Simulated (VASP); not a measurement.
Calculation: G0W0 on PBE orbitals, VASP's PBE PAW potentials (set 64) (plane waves; VASP).

VASP input:

POSCAR:
```
AlN
1
    0.0000000000     2.1900000000     2.1900000000
    2.1900000000     0.0000000000     2.1900000000
    2.1900000000     2.1900000000     0.0000000000
Al N
1 1
Direct
  0.0000000000   0.0000000000   0.0000000000
  0.2500000000   0.2500000000   0.2500000000
```

### INCAR
```
ALGO=EVGW0
ENCUT=500
ENCUTGW=180
GGA=PE
ISMEAR=0
LASPH=T
LCHARG=F
LREAL=F
LSPECTRALGW=T
LWAVE=F
NBANDS=120
NBANDSGW=12
NELMGW=1
NOMEGA=64
PREC=Normal
SIGMA=0.01
SYSTEM=AlN
```

KPOINTS:
```
Automatic mesh
0
Gamma
6 6 6
0 0 0
```

POTCAR, in this order: Al_GW N_GW_new (PBE.64 set). Program: vasp_std. Read from the step before: WAVECAR, WAVEDER.

Output

OSZICAR:
```
energies w=
    0.000    0.000    0.544    0.000    1.087    0.000    1.627    0.000
    2.164    0.000    2.696    0.000    3.222    0.000    3.743    0.000
    4.257    0.000    4.765    0.000    5.265    0.000    5.758    0.000
    6.245    0.000    6.724    0.000    7.198    0.000    7.667    0.000
    8.130    0.000    8.590    0.000    9.046    0.000    9.499    0.000
    9.951    0.000   10.402    0.000   10.853    0.000   11.305    0.000
   11.760    0.000   12.219    0.000   12.682    0.000   13.152    0.000
   13.629    0.000   14.116    0.000   14.613    0.000   15.123    0.000
   15.648    0.000   16.190    0.000   16.752    0.000   17.335    0.000
   17.944    0.000   18.583    0.000   19.254    0.000   19.962    0.000
   20.715    0.000   21.516    0.000   22.374    0.000   23.298    0.000
   24.298    0.000   25.385    0.000   26.577    0.000   27.889    0.000
   29.346    0.000   30.976    0.000   32.815    0.000   34.908    0.000
   37.315    0.000   40.116    0.000   43.419    0.000   47.373    0.000
   52.194    0.000   58.199    0.000   65.884    0.000   76.058    0.000
   90.145    0.000  110.904    0.000  144.477    0.000  207.848    0.000
NQ=   1    0.0000    0.0000    0.0000,
 performed        246000 updates of chi_q(r,r)
NQ=   2    0.1667    0.0000    0.0000,
 performed        688000 updates of chi_q(r,r)
NQ=   3    0.3333    0.0000    0.0000,
 performed       1130000 updates of chi_q(r,r)
NQ=   4    0.5000    0.0000    0.0000,
 performed       1503000 updates of chi_q(r,r)
NQ=   5    0.1667    0.1667    0.0000,
 performed       1945000 updates of chi_q(r,r)
NQ=   6    0.3333    0.1667    0.0000,
 performed       2635000 updates of chi_q(r,r)
NQ=   7    0.5000    0.1667    0.0000,
 performed       3325000 updates of chi_q(r,r)
NQ=   8   -0.3333    0.1667    0.0000,
 performed       4015000 updates of chi_q(r,r)
NQ=   9   -0.1667    0.1667    0.0000,
 performed       4612000 updates of chi_q(r,r)
NQ=  10    0.3333    0.3333    0.0000,
 performed       5054000 updates of chi_q(r,r)
NQ=  11    0.5000    0.3333    0.0000,
 performed       5744000 updates of chi_q(r,r)
NQ=  12   -0.3333    0.3333    0.0000,
 performed       6341000 updates of chi_q(r,r)
NQ=  13    0.5000    0.5000    0.0000,
 performed       6673000 updates of chi_q(r,r)
NQ=  14    0.5000    0.3333    0.1667,
 performed       7449000 updates of chi_q(r,r)
NQ=  15   -0.3333    0.3333    0.1667,
 performed       8179000 updates of chi_q(r,r)
NQ=  16   -0.3333    0.5000    0.1667,
 performed       8779000 updates of chi_q(r,r)
 resolving degeneracies of screened two electron integrals
```

### OUTCAR
```


 k-point   1 :       0.0000    0.0000    0.0000
  band No.  KS-energies  QP-energies   sigma(KS)   V_xc(KS)     V^pw_x(r,r')   Z            occupation Imag(sigma)

      1      -9.3613     -10.8855     -16.8757     -14.7847     -24.7425       0.7289       2.0000       1.2485
      2       5.5792       4.5703     -18.0352     -16.7304     -20.7475       0.7732       2.0000       0.0638
      3       5.5792       4.5703     -18.0352     -16.7304     -20.7475       0.7732       2.0000       0.0638
      4       5.5792       4.5703     -18.0352     -16.7304     -20.7475       0.7732       2.0000       0.0638
      5       9.6977      10.3545     -11.6646     -12.4769      -7.8580       0.8086       0.0000      -0.0504
      6      18.0404      18.9489      -9.1158     -10.2499      -4.0439       0.8010       0.0000      -0.0994
      7      18.0404      18.9489      -9.1158     -10.2499      -4.0439       0.8010       0.0000      -0.0994
      8      18.0404      18.9489      -9.1158     -10.2499      -4.0439       0.8010       0.0000      -0.0994
      9      23.1848      24.0909      -9.2768     -10.4239      -3.6956       0.7900       0.0000      -0.2549
     10      23.1848      24.0909      -9.2768     -10.4239      -3.6956       0.7900       0.0000      -0.2549
     11      24.5729      25.0144      -9.0414      -9.6212      -2.5866       0.7616       0.0000      -0.5931
     12      24.5729      25.0144      -9.0414      -9.6212      -2.5866       0.7616       0.0000      -0.5931

 k-point   2 :       0.1667    0.0000    0.0000
  band No.  KS-energies  QP-energies   sigma(KS)   V_xc(KS)     V^pw_x(r,r')   Z            occupation Imag(sigma)

      1      -8.9677     -10.4608     -17.0460     -14.9930     -24.8521       0.7272       2.0000       1.1923
      2       3.7290       2.5963     -16.5901     -15.1100     -19.5302       0.7652       2.0000       0.0788
      3       5.4469       4.4219     -17.9509     -16.6241     -20.6962       0.7726       2.0000       0.0648
      4       5.4469       4.4219     -17.9509     -16.6241     -20.6962       0.7726       2.0000       0.0648
      5      11.1219      11.8530     -12.3219     -13.2382      -8.3322       0.7979       0.0000      -0.0556
      6      17.1348      18.0241      -9.7774     -10.8971      -4.7084       0.7943       0.0000      -0.1028
      7      18.2090      19.0988      -9.1906     -10.3067      -4.0095       0.7973       0.0000      -0.1200
      8      18.2090      19.0988      -9.1906     -10.3067      -4.0095       0.7973       0.0000      -0.1200
      9      21.3925      22.1449      -8.9384      -9.8895      -3.4579       0.7910       0.0000      -0.2303
     10      21.3925      22.1449      -8.9384      -9.8895      -3.4579       0.7910       0.0000      -0.2303
     11      23.1488      23.5420      -8.4571      -8.9535      -2.3409       0.7921       0.0000      -0.5523
     12      28.0808      28.8337      -9.5949     -10.5376      -2.8838       0.7988       0.0000      -0.9034

 k-point   3 :       0.3333    0.0000    0.0000
  band No.  KS-energies  QP-energies   sigma(KS)   V_xc(KS)     V^pw_x(r,r')   Z            occupation Imag(sigma)

      1      -7.9923      -9.4265     -17.6505     -15.6550     -25.2927       0.7187       2.0000       1.0527
      2       1.0480      -0.2324     -15.2372     -13.4940     -18.9271       0.7346       2.0000       0.1341
      3       5.2080       4.1553     -17.8261     -16.4610     -20.6349       0.7712       2.0000       0.0666
      4       5.2080       4.1553     -17.8261     -16.4610     -20.6349       0.7712       2.0000       0.0666
      5      12.5110      13.2896     -11.1669     -12.1389      -6.7768       0.8011       0.0000      -0.0644
      6      15.9062      16.7599     -11.2821     -12.3942      -6.0277       0.7677       0.0000      -0.1156
      7      17.2391      18.0184      -8.9159      -9.8896      -3.8960       0.8004       0.0000      -0.1129
      8      17.2391      18.0184      -8.9159      -9.8896      -3.8960       0.8004       0.0000      -0.1129
      9      22.8128      23.3303      -8.8960      -9.5509      -2.8240       0.7903       0.0000      -0.4534
     10      23.0017      23.8079      -9.4275     -10.4641      -3.4812       0.7777       0.0000      -0.3100
     11      23.0017      23.8079      -9.4275     -10.4641      -3.4812       0.7777       0.0000      -0.3100
     12      30.7914      31.8143     -10.3876     -11.6839      -3.2668       0.7890       0.0000      -1.0842

 k-point   4 :       0.5000    0.0000    0.0000
  band No.  KS-energies  QP-energies   sigma(KS)   V_xc(KS)     V^pw_x(r,r')   Z            occupation Imag(sigma)

      1      -7.3364      -8.7649     -18.2475     -16.2917     -25.8129       0.7304       2.0000       0.9799
      2      -0.2476      -1.5587     -14.3806     -12.5573     -18.4194       0.7190       2.0000       0.1990
      3       5.0993       4.0349     -17.7800     -16.3989     -20.6173       0.7707       2.0000       0.0674
      4       5.0993       4.0349     -17.7800     -16.3989     -20.6173       0.7707       2.0000       0.0674
      5      12.8754      13.6393     -10.1482     -11.0873      -5.7592       0.8134       0.0000      -0.0613
      6      15.3846      16.2126     -12.0455     -13.1460      -6.6262       0.7524       0.0000      -0.1238
      7      16.6605      17.4136      -8.8108      -9.7469      -3.9033       0.8045       0.0000      -0.0999
      8      16.6605      17.4136      -8.8108      -9.7469      -3.9033       0.8045       0.0000      -0.0999
      9      23.4488      24.0541      -9.6232     -10.4000      -3.2701       0.7792       0.0000      -0.4618
     10      25.5447      26.3065      -9.8693     -10.8661      -3.0554       0.7642       0.0000      -0.5682
     11      25.5447      26.3065      -9.8693     -10.8661      -3.0554       0.7642       0.0000      -0.5682
     12      28.9727      30.0676     -10.0822     -11.4441      -3.8416       0.8040       0.0000      -0.7211

 k-point   5 :       0.1667    0.1667    0.0000
  band No.  KS-energies  QP-energies   sigma(KS)   V_xc(KS)     V^pw_x(r,r')   Z            occupation Imag(sigma)

      1      -8.8378     -10.3197     -17.1030     -15.0625     -24.8889       0.7262       2.0000       1.1719
      2       3.8529       2.7502     -16.7358     -15.2977     -19.6289       0.7668       2.0000       0.0767
      3       5.0631       3.9923     -17.6160     -16.2266     -20.4286       0.7707       2.0000       0.0676
      4       5.0631       3.9923     -17.6160     -16.2266     -20.4286       0.7707       2.0000       0.0676
      5      11.4059      12.1416     -12.4440     -13.3689      -8.4185       0.7954       0.0000      -0.0575
      6      16.6439      17.5316      -9.1197     -10.2206      -4.2322       0.8064       0.0000      -0.0835
      7      18.1470      18.7673      -8.7415      -9.5129      -3.5992       0.8041       0.0000      -0.1585
      8      18.7651      19.6939      -9.7535     -10.9332      -4.3700       0.7873       0.0000      -0.1413
      9      18.7651      19.6939      -9.7535     -10.9332      -4.3700       0.7873       0.0000      -0.1413
     10      24.0173      24.9199      -9.2777     -10.4130      -3.5578       0.7950       0.0000      -0.3128
     11      26.2582      26.7639      -9.0304      -9.6712      -2.5111       0.7890       0.0000      -0.7908
     12      26.2582      26.7639      -9.0304      -9.6712      -2.5111       0.7890       0.0000      -0.7908

 k-point   6 :       0.3333    0.1667    0.0000
  band No.  KS-energies  QP-energies   sigma(KS)   V_xc(KS)     V^pw_x(r,r')   Z            occupation Imag(sigma)

      1      -8.0510      -9.4819     -17.5721     -15.5785     -25.2223       0.7177       2.0000       1.0556
      2       1.9175       0.6747     -15.7680     -14.1040     -19.2107       0.7469       2.0000       0.1093
      3       4.6379       3.5344     -17.2899     -15.8551     -20.1640       0.7691       2.0000       0.0709
      4       4.7193       3.6108     -17.4025     -15.9611     -20.2921       0.7691       2.0000       0.0705
      5      12.1460      12.8569     -11.1960     -12.0885      -6.8593       0.7966       0.0000      -0.0659
      6      15.7988      16.6368     -10.0612     -11.1125      -5.1899       0.7972       0.0000      -0.0877
      7      16.7418      17.5766      -9.8199     -10.8670      -4.8303       0.7973       0.0000      -0.0985
      8      18.6861      19.5640      -9.7592     -10.8758      -4.3278       0.7863       0.0000      -0.1628
      9      20.3099      21.1601      -9.8720     -10.9686      -4.0488       0.7752       0.0000      -0.2355
     10      24.7658      25.5944      -9.4358     -10.4928      -3.3230       0.7840       0.0000      -0.4194
     11      25.6722      26.2826      -8.7726      -9.5357      -2.5882       0.7999       0.0000      -0.6568
     12      29.5551      30.4517      -9.6428     -10.7399      -2.9058       0.8173       0.0000      -1.0060

 k-point   7 :       0.5000    0.1667    0.0000
  band No.  KS-energies  QP-energies   sigma(KS)   V_xc(KS)     V^pw_x(r,r')   Z            occupation Imag(sigma)

      1      -7.2134      -8.6344     -18.3014     -16.3503     -25.8362       0.7283       2.0000       0.9592
      2       0.3061      -0.9993     -14.6584     -12.8607     -18.5261       0.7262       2.0000       0.1655
      3       4.0109       2.8575     -16.8360     -15.3300     -19.8219       0.7659       2.0000       0.0773
      4       4.7236       3.6172     -17.4533     -16.0154     -20.3480       0.7694       2.0000       0.0703
      5      12.7107      13.3832     -10.0110     -10.8503      -5.5030       0.8013       0.0000      -0.0707
      6      14.6738      15.5031     -10.8273     -11.8692      -6.1031       0.7960       0.0000      -0.0783
      7      17.5954      18.5908     -11.4942     -12.7846      -6.0362       0.7714       0.0000      -0.1393
      8      17.7813      18.5861      -9.3509     -10.3646      -4.1437       0.7939       0.0000      -0.1383
      9      22.2063      22.9362      -9.3538     -10.2988      -3.2458       0.7723       0.0000      -0.3422
...
```
(Selected blocks of OUTCAR.)

The mesh is coarse and the basis finite, so the quasiparticle values are not converged.

The compound is AlN in the zinc blende structure, a metastable form; wurtzite is the usual one. The cell was not relaxed at this level.
